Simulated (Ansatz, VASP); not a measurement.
# Cross-check of MnS between VASP and Ansatz

One calculation is typed for both programs; each brings its own data sets. How far apart do they land? The two relaxations start from unlike cells of this crystal (the structure described is Ansatz's start), so only their ends are compared.

Program: Ansatz 0.2.0. Level of theory: plane waves, with VASP 6.6.1 beside it; relaxation of cell and atoms at r2SCAN. Results are calculated unless marked as measured.

**1. The starting structure**

The structure is cubic, space group Fm-3m (No. 225). The conventional cell has a = 4.947 Å, b = 4.947 Å, c = 4.947 Å, α = 90.00°, β = 90.00°, γ = 90.00°. Mn has 6 S at 2.47 Å nearest. Nearest to S lie 6 Mn at 2.47 Å. Farther neighbours and most contacts between anions are not listed.

**2. Ansatz: relaxation of cell and atoms, r2SCAN**

Ansatz runs on its default PAW (the set named soft_2) files.

The relaxed volume is the usual yardstick between codes: in a stiff, nearly cubic crystal its relative difference is about their pressure difference at one cell divided by the bulk modulus.

Input file input.yaml:

```yaml
crystal:
  lattice:
    - [0.0, 2.4735374059, 2.4735374059]
    - [2.4735374059, 0.0, 2.4735374059]
    - [2.4735374059, 2.4735374059, 0.0]
  atoms:
    - { symbol: Mn, position: [0.0, 0.0, 0.0], spin: 4.08 }
    - { symbol: S, position: [0.5, 0.5, 0.5], spin: 0.11 }
kpoints:
  mp_grid: { grid: [18, 18, 18] }
hamiltonian:
  xc: r2scan
scf:
  occupations: { method: gaussian, width: 0.15 }
output:
  forces: true
  stress: true
  eigenvalues: true
  populations: true
magnetization:
  spin_polarized: true
relax:
  adjacent_minimum: "off"
  f_tol: 0.001
  max_steps: 60
  cell: { stress_tol: 0.01 }
```

On the command line:

```console
$ ansatz run input.yaml --threads 4 --pin off --max-ram 7168MiB --backend cpu --events-out ev --progress --plain --runs-dir out
```

Numbers of over 12 decimals in the logs are rounded to 6 here.

Log:

```text
Engine: ansatz 0.2.0, aarch64-unknown-linux-gnu
Pseudopotentials: kind: paw
Pseudopotential: Mn, paw, valence charge 15, recommended cutoff 500 eV (meta_gga), Mn.paw.azcp
Pseudopotential: S, paw, valence charge 6, recommended cutoff 500 eV (meta_gga), S.paw.azcp
Functional definition: r2SCAN
  parameter k0 = 0.174
  parameter k1 = 0.065
  parameter a1 = 4.9479
  exchange = r2scan_x(k0 = k0, k1 = k1, a1 = a1)
  correlation = r2scan_c
Crystal: 2 atoms, lattice volume = 30.268 Å³
Basis set: ecut = 500 eV, 749 PW (Γ), exchange–correlation on 108×108×108 points (64 copies of the dense FFT grid, shifted against one another)
Bands: 17, of which v1, the nominal top of the filled ones, is band 11 counted from 1 (10 counted from 0)
Symmetry: 48 space group operations
Space group: Fm-3m (ITA 225), of the structure as read, at distance tolerance 3.1e-5 Å
Magnetic group: BNS 225.116 (UNI 1618), of the structure as read, at distance tolerance 3.1e-5 Å
k-points: 195 of 5832
Non-local potential: Mn, projectors of the file, l = 0: 3, l = 1: 2, l = 2: 3, l = 3: 1
Non-local potential: S, projectors of the file, l = 0: 2, l = 1: 2, l = 2: 2
PAW form: soft (Blöchl's): semilocal exchange-correlation on the pseudo side does not see the compensation charge
PAW frozen core: Mn, regenerated for the run's functional (the file was generated under x = pbe(κ = 0.804, μ = 0.219515), c = pbe(β = 0.066725))
PAW frozen core: S, regenerated for the run's functional (the file was generated under x = pbe(κ = 0.804, μ = 0.219515), c = pbe(β = 0.066725))
PAW one-centre angular grid: Mn, 590 points (default); XC on 160 Gauss nodes
PAW one-centre angular grid: S, 302 points (default); XC on 160 Gauss nodes
Initial density: superposition of atomic densities (chi_scale 0.1, normalization cell, long waves kept (reshape's long-wave potential 0.00 eV rms))
Starting moments: Σ|m| = 4.19 μB on 2 of 2 sites
Initial wavefunctions: pseudopotential atomic-orbital guess
Functional: x = r2scan, c = r2scan; τ floored in thin density (d = 2e-4 eV/Å³)
SCF iter   1: F=—  HF=-4810.279006 eV  |F-HF|=—  |Δ(HF+E_count)|=         —  Δρ=7.63e-2 (↑7.63e-2 ↓1.86e-2)  dr2=2.31e0  dr2_τ=9.43e-3  dr2_m=2.87e-1  M=4.342 μB ∫|m|=4.345 μB  β_m=1.00  ethr=3.10e-3  ⟨swp⟩=4.9  Hψ=31851  notcnv=0
Mixer restart at iter 1: flushing history
preconditioner: auto → Kerker (q_TF=auto, 2.567 Å⁻¹)  [metal: Δε(μ)=0.016 eV  Ē_g=10.857 eV  σ=0.150 eV  W_gap=0.06  n_scr=14 (ndim 8)  ℏωp=24.3 eV  f_vac=0.000  D(μ)=1.04/eV (n_scr^D=8)]
spin=Collinear: Kerker preconditioning applied to the charge; magnetization (m = ρ↑ − ρ↓) channel mixes plain (no charge-response kernel on spin).
SCF iter   2: F=—  HF=-4810.660791 eV  |F-HF|=—  |Δ(HF+E_count)|=   3.82e-1  Δρ=2.57e-2 (↑2.19e-2 ↓2.57e-2)  dr2=7.23e-1  dr2_τ=8.69e-3  dr2_m=1.96e-3  M=4.374 μB ∫|m|=4.386 μB  β_m=1.00  ethr=3.10e-3  ⟨swp⟩=2.0  Hψ=14289  notcnv=0  defer=567  κ⁻¹=1.0e0(r=1)
SCF iter   3: F=—  HF=-4811.198952 eV  |F-HF|=—  |Δ(HF+E_count)|=   5.38e-1  Δρ=9.36e-3 (↑9.36e-3 ↓8.25e-3)  dr2=9.88e-2  dr2_τ=7.14e-4  dr2_m=3.71e-4  M=4.446 μB ∫|m|=4.459 μB  β_m=1.00  ethr=3.10e-3  ⟨swp⟩=2.3  Hψ=10741  notcnv=0  defer=571  κ⁻¹=1.4e-1(r=2)
SCF iter   4: F=—  HF=-4811.440958 eV  |F-HF|=—  |Δ(HF+E_count)|=         —  Δρ=8.32e-3 (↑7.97e-3 ↓8.32e-3)  dr2=3.45e-2  dr2_τ=7.43e-4  dr2_m=8.10e-3  M=4.571 μB ∫|m|=4.578 μB  β_m=1.00  ethr=4.70e-4  ⟨swp⟩=1.8  Hψ=9711  notcnv=0  defer=564
Mixer restart at iter 4: flushing history
SCF iter   5: F=—  HF=-4811.506724 eV  |F-HF|=—  |Δ(HF+E_count)|=   6.58e-2  Δρ=5.55e-3 (↑5.48e-3 ↓5.55e-3)  dr2=2.93e-2  dr2_τ=3.03e-4  dr2_m=1.02e-3  M=4.605 μB ∫|m|=4.611 μB  β_m=1.00  ethr=1.64e-4  ⟨swp⟩=1.7  Hψ=8239  notcnv=0  defer=570  κ⁻¹=1.0e0(r=1)
SCF iter   6: F=—  HF=-4811.587343 eV  |F-HF|=—  |Δ(HF+E_count)|=   8.06e-2  Δρ=4.10e-3 (↑3.98e-3 ↓4.10e-3)  dr2=2.19e-2  dr2_τ=9.80e-5  dr2_m=1.31e-4  M=4.643 μB ∫|m|=4.646 μB  β_m=1.00  ethr=1.39e-4  ⟨swp⟩=2.3  Hψ=9247  notcnv=0  defer=573  κ⁻¹=1.2e-1(r=2)
SCF iter   7: F=—  HF=-4811.641373 eV  |F-HF|=—  |Δ(HF+E_count)|=   5.40e-2  Δρ=2.68e-3 (↑2.44e-3 ↓2.68e-3)  dr2=1.23e-2  dr2_τ=1.69e-5  dr2_m=1.25e-5  M=4.680 μB ∫|m|=4.682 μB  β_m=1.00  ethr=1.04e-4  ⟨swp⟩=2.0  Hψ=10876  notcnv=0  defer=573  κ⁻¹=1.8e-2(r=3)
SCF iter   8: F=—  HF=-4811.642337 eV  |F-HF|=—  |Δ(HF+E_count)|=   9.63e-4  Δρ=1.27e-3 (↑7.96e-4 ↓1.27e-3)  dr2=3.37e-4  dr2_τ=1.98e-5  dr2_m=1.69e-4  M=4.679 μB ∫|m|=4.681 μB  β_m=1.00  ethr=5.84e-5  ⟨swp⟩=2.0  Hψ=10202  notcnv=0  defer=573  κ⁻¹=1.2e-3(r=4)
[...]
preconditioner: auto → none  [metal: Δε(μ)=0.011 eV  Ē_g=10.654 eV  σ=0.150 eV  W_gap=0.04  n_scr=0 (ndim 8)  ℏωp=22.5 eV  f_vac=0.000  D(μ)=0.22/eV (n_scr^D=0)]
[...]
SCF 6 converged in 6 iterations: F = -4811.854015 eV  dr2 = 1.65e-9
relax step   6: F+E_penalty+E_count = -4811.85401455 eV  Δ(F+E_penalty+E_count) = +8.204e-6 eV  max|allowed force component| = 2.235e-30 eV/Å  Δτ_max = 0.0000 Å  P = -0.000 GPa  Ω = 35.533 Å³  energy of the carried Pulay correction = -1.131e-5 eV  (6 SCF iters, dr2 threshold 5.46e-9 eV, accepted)
[...]
preconditioner: auto → none  [metal: Δε(μ)=0.012 eV  Ē_g=10.655 eV  σ=0.150 eV  W_gap=0.05  n_scr=0 (ndim 8)  ℏωp=22.5 eV  f_vac=0.000  D(μ)=0.22/eV (n_scr^D=0)]
[...]
SCF iter   3: F=—  HF=-4811.854026 eV  |F-HF|=—  |Δ(HF+E_count)|=   2.02e-8  Δρ=1.65e-5 (↑1.65e-5 ↓5.42e-6)  dr2=8.41e-8  dr2_τ=1.00e-8  dr2_m=2.75e-8  M=4.980 μB ∫|m|=4.980 μB  β_m=1.00  ethr=8.45e-10  ⟨swp⟩=1.1  Hψ=7006  notcnv=0  κ⁻¹=7.5e-3(r=2)
SCF iter   4: F=—  HF=-4811.854026 eV  |F-HF|=—  |Δ(HF+E_count)|=   1.72e-8  Δρ=1.12e-5 (↑1.12e-5 ↓3.65e-6)  dr2=4.27e-8  dr2_τ=4.39e-9  dr2_m=1.13e-8  M=4.980 μB ∫|m|=4.980 μB  β_m=1.00  ethr=4.01e-10  ⟨swp⟩=1.0  Hψ=6630  notcnv=0  κ⁻¹=1.8e-4(r=3)
SCF iter   5: F=—  HF=-4811.854026 eV  |F-HF|=—  |Δ(HF+E_count)|=   2.01e-9  Δρ=4.11e-6 (↑4.11e-6 ↓1.45e-6)  dr2=4.76e-9  dr2_τ=6.11e-10  dr2_m=1.34e-9  M=4.980 μB ∫|m|=4.980 μB  β_m=1.00  ethr=2.03e-10  ⟨swp⟩=2.4  Hψ=9543  notcnv=0  κ⁻¹=2.2e-6(r=4)
SCF iter   6: F=—  HF=-4811.854026 eV  |F-HF|=—  |Δ(HF+E_count)|=   1.60e-8  Δρ=3.40e-6 (↑3.40e-6 ↓1.09e-6)  dr2=3.25e-9  dr2_τ=4.17e-10  dr2_m=8.98e-10  M=4.980 μB ∫|m|=4.980 μB  β_m=1.00  ethr=2.27e-11  ⟨swp⟩=1.0  Hψ=6630  notcnv=0  κ⁻¹=7.1e-7(r=5)
SCF iter   7: F=—  HF=-4811.854026 eV  |F-HF|=—  |Δ(HF+E_count)|=   6.34e-9  Δρ=2.88e-6 (↑2.88e-6 ↓9.52e-7)  dr2=2.36e-9  dr2_τ=3.02e-10  dr2_m=6.48e-10  M=4.980 μB ∫|m|=4.980 μB  β_m=1.00  ethr=1.55e-11  ⟨swp⟩=1.0  Hψ=6630  notcnv=0  κ⁻¹=6.8e-7(r=6)
SCF iter   8: F=—  HF=-4811.854026 eV  |F-HF|=—  |Δ(HF+E_count)|=   1.16e-8  Δρ=1.62e-6 (↑1.62e-6 ↓5.54e-7)  dr2=7.39e-10  dr2_τ=9.62e-11  dr2_m=2.03e-10  M=4.980 μB ∫|m|=4.980 μB  β_m=1.00  ethr=1.12e-11  ⟨swp⟩=1.0  Hψ=6630  notcnv=0  κ⁻¹=2.7e-7(r=7)
SCF iter   9: F=—  HF=-4811.854026 eV  |F-HF|=—  |Δ(HF+E_count)|=   4.59e-9  Δρ=8.68e-7 (↑8.68e-7 ↓3.05e-7)  dr2=2.08e-10  dr2_τ=2.83e-11  dr2_m=5.89e-11  M=4.980 μB ∫|m|=4.980 μB  β_m=1.00  ethr=3.52e-12  ⟨swp⟩=1.0  Hψ=6688  notcnv=0  κ⁻¹=6.6e-8(r=8)
SCF iter  10: F=—  HF=-4811.854026 eV  |F-HF|=—  |Δ(HF+E_count)|=   2.12e-9  Δρ=1.15e-7 (↑1.15e-7 ↓3.79e-8)  dr2=3.35e-12  dr2_τ=4.88e-13  dr2_m=9.33e-13  M=4.980 μB ∫|m|=4.980 μB  β_m=1.00  ethr=9.92e-13 (applied; sched 1.00e-12)  ⟨swp⟩=2.1  Hψ=9523  notcnv=0  κ⁻¹=2.1e-7(r=8)
SCF iter  11: F=—  HF=-4811.854026 eV  |F-HF|=—  |Δ(HF+E_count)|=  3.91e-11  Δρ=4.53e-9 (↑4.53e-9 ↓4.48e-9)  dr2=1.07e-14  dr2_τ=7.76e-16  dr2_m=5.34e-16  M=4.980 μB ∫|m|=4.980 μB  β_m=1.00  ethr=1.60e-14 (applied; sched 1.00e-12)  ⟨swp⟩=2.2  Hψ=9997  notcnv=0  κ⁻¹=6.9e-8(r=8)
SCF iter  12: F=-4811.854026 eV  HF=-4811.854026 eV  |F-HF|=0.00e0  |Δ(HF+E_count)|=  9.09e-13  Δρ=1.37e-8 (↑5.31e-9 ↓1.37e-8)  dr2=1.75e-13  dr2_τ=1.20e-15  dr2_m=8.25e-15  M=4.980 μB ∫|m|=4.980 μB  ethr=1.00e-12  ⟨swp⟩=2.1  Hψ=18983  notcnv=0
SCF 7 converged in 12 iterations: F = -4811.854026 eV  dr2 = 1.75e-13
relax step   7: F+E_penalty+E_count = -4811.85402607 eV  Δ(F+E_penalty+E_count) = -1.152e-5 eV  max|allowed force component| = 1.660e-30 eV/Å  Δτ_max = 0.0000 Å  P = +0.000 GPa  Ω = 35.533 Å³  stress off target by 1.82e-4 GPa  SCF on the basis re-selected at this cell (its energy is not comparable with the rows above)  (12 SCF iters)
basis re-selected at this cell: Δ(F+E_penalty+E_count) = -1.152e-5 eV, ΔP = +0.000 GPa vs the last step (what re-selecting the basis moved, of the pressure what is left beyond the Pulay correction that the steps carried, after the strain that the cell walked since its last selection, with what the two solves' SCF thresholds leave and, on support functions, any second-order correction that the steps lacked; it is no m [...]
SCF converged after 12 iterations
Stability not checked: this state was not tested for a lower state beside it, because the mixer in use, unlike msr1, does not test its closes by its own steps (another_mixer; see scf.mixing.algorithm and scf.lower_state_search)
Magnetization: 4.9796 μB (12.9898 up, 8.0102 down)
Absolute magnetization: 4.9796 μB (∫|ρ↑−ρ↓|, with the PAW one-centre terms)
Spin contamination: 0.0129 ħ² per cell (⟨S²⟩ above its minimum at these occupations)
Per-site moments (μB) at R_I (Å): [(4.454616, 1.076356), (0.181950, 1.076356)]
Free energy (F): -4811.854026 eV
Harris-Foulkes:  -4811.854026 eV  (|F-HF|=0.00e0)
Internal energy: -4811.851591 eV  (E = F + TS)
E sigma→0 (E₀):  -4811.852808 eV
Entropy (-TS):   -0.002435 eV (-1.218 meV/atom)
Fermi energy:    10.260163 eV
--- Per-component energies (eV) ---
  E_band       = -320.938603
  E_kinetic    = 405.856900
  E_local      = -2463.930497  (includes V_loc(G=0)·N_el)
  E_nonlocal   = 284.337817
  E_hartree    = 1011.463549
  E_xc         = -198.919266
  E_vxc        = -251.777903  (∫ρ·V_xc dr)
  E_paw        = -1928.729672  (= ΣΔE_a)
  E_vpaw       = -333.405021  (= ΣTr[D̂ρ^β])
  E_aug_tail   = -0.000003  (compensation charges beyond the density's cutoff)
  E_vtau       = 15.052989  (kinetic-family band-sum trace: ∫τ·v_τ [+ j·A + Jᵃ·Aᵃ] dr)
  E_ewald      = -1921.537609
  E_core_change = -0.392810  (= ΣΔE_core)
  E_smearing   = -0.002435  (= −TS)
  E_closure    = -0.000000  (closes the sum)
  Σ components = -4811.854026   (vs F -4811.854026, Δ=0.00e0)
--- Forces (eV/Å), atoms counted from 1 ---
  atom   1  Mn    -0.00000000    -0.00000000    -0.00000000
  atom   2  S      0.00000000    -0.00000000    -0.00000000
  max |Σ_I F_I| component: 3.52e-30 eV/Å
--- Stress (GPa, compression-positive) ---
        0.000182      -0.000000      -0.000000
       -0.000000       0.000182      -0.000000
       -0.000000      -0.000000       0.000182
  P = ⅓ Tr σ = 0.0002 GPa (0.002 kbar)
--- Band table (eV; the first three rows and the last of 390) ---
  k-point 0 ↑: bands = [... 7 lower, 6.1936, 6.2785, 6.2785, 8.1871, 8.1871, 8.1871, 12.2869, 18.9597, ... 2 higher]
  k-point 1 ↑: bands = [... 7 lower, 6.1707, 6.2340, 6.2340, 8.0018, 8.2817, 8.2817, 12.5116, 18.6463, ... 2 higher]
  k-point 2 ↑: bands = [... 7 lower, 5.9865, 6.2570, 6.2570, 7.6017, 8.5227, 8.5227, 13.0479, 18.0554, ... 2 higher]
  k-point 194 ↓: bands = [... 7 lower, 6.0301, 11.8953, 12.2327, 12.3052, 12.6649, 12.7780, 16.4625, 18.4678, ... 2 higher]
--- Relaxed structure (5 steps of the walk, 5 accepted, 2 SCFs on fresh bases) ---
  F+E_penalty+E_count = -4811.85402607 eV   max|allowed force component| = 1.660e-30 eV/Å   (the final SCF, on the basis selected at the relaxed cell)
  cell:  # Å, volume = 35.5325 Å³
    - [0, 2.609348, 2.609348]
    - [2.609348, 0, 2.609348]
    - [2.609348, 2.609348, 0]
  atoms:
    - { symbol: Mn, position: [0, 0, 0] }
    - { symbol: S, position: [0.5, 0.5, 0.5] }
--- Löwdin populations: 2 sites ---
  site symbol       q [e]    m [muB]
     0     Mn     13.8602     4.6851
     1      S      7.0069     0.2557
  spilling = 0.006327 (of n_electrons = 21.000000)
```

(Part 1 of 2 ends here.)

[Lines on the potential files, build, host, timing and source positions are cut from VASP's logs without a mark.]

[Logs are printed without paths, hosts, clocks, repeated set-up lines and the standing remarks that a program may print on its own settings, such as how far it seeks lower states.]

[Hosts, paths, dates, database ids (printed as entryN), source tags and the programs' standing remarks are cut or masked in the printed files.]
